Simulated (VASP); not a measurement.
An input for Ansatz (written as the equivalent of a VASP run, and not itself run):

Ansatz 0.2 input:
```yaml
crystal:
  lattice:
    - [4.1000000, 0.0000000, 0.0000000]
    - [0.0000000, 4.1000000, 0.0000000]
    - [0.0000000, 0.0000000, 4.1000000]
  atoms:
    - { symbol: Sc, position: [0.0072530, -0.0061470, -0.0066380] }
    - { symbol: Al, position: [0.0038780, 0.4862700, 0.5089330] }
    - { symbol: Al, position: [0.4898000, 0.0146970, 0.4855380] }
    - { symbol: Al, position: [0.4990690, 0.5051800, 0.0121670] }
kpoints:
  mp_grid: { grid: [7, 7, 7] }
hamiltonian:
  xc: pbe
  pseudopotentials: { kind: paw }
scf:
  occupations: { method: gaussian, width: 0.03 }
  max_iter: 100
output: { forces: true, stress: true, eigenvalues: true }
```

Q: Write the VASP files for the same calculation (PBE).

A: One answer among several that fit: 
KPOINTS:
```
kpoints
0
Gamma
  7 7 7
0 0 0
```

### INCAR
```
ALGO  =  Normal
EDIFF  =  1E-6
ENCUT  =  300
GGA  =  PE
ISIF  =  2
ISMEAR  =  0
LASPH  =  .TRUE.
LCHARG  =  .FALSE.
LMAXMIX  =  4
LREAL  =  .FALSE.
LWAVE  =  .FALSE.
NELM  =  100
PREC  =  Accurate
SIGMA  =  0.03
SYSTEM  =  Al3Sc
```

### POSCAR
```
Al3Sc
1
    4.1000000000     0.0000000000     0.0000000000
    0.0000000000     4.1000000000     0.0000000000
    0.0000000000     0.0000000000     4.1000000000
Sc Al
1 3
Direct
  0.0072530000  -0.0061470000  -0.0066380000
  0.0038780000   0.4862700000   0.5089330000
  0.4898000000   0.0146970000   0.4855380000
  0.4990690000   0.5051800000   0.0121670000
```

POTCAR, in this order: Sc_sv Al (PBE.64 set). Program: vasp_std.

Limits of the translation: each code has its own PAW files, so the cut-off isn't converted (ENCUT is set for VASP's; basis.ecutwfc is left out, and Ansatz then takes the one that its files recommend); Ansatz stops its SCF on the density residual and VASP on the energy change (EDIFF).

The structure is a typed Al3Sc crystal. The cell was not relaxed at this level, atoms are displaced from their ideal sites. The run is one of a series of settings (SIGMA = 0.03, KPOINTS 7×7×7 Γ-centred mesh against the base run), some of them coarse on purpose.
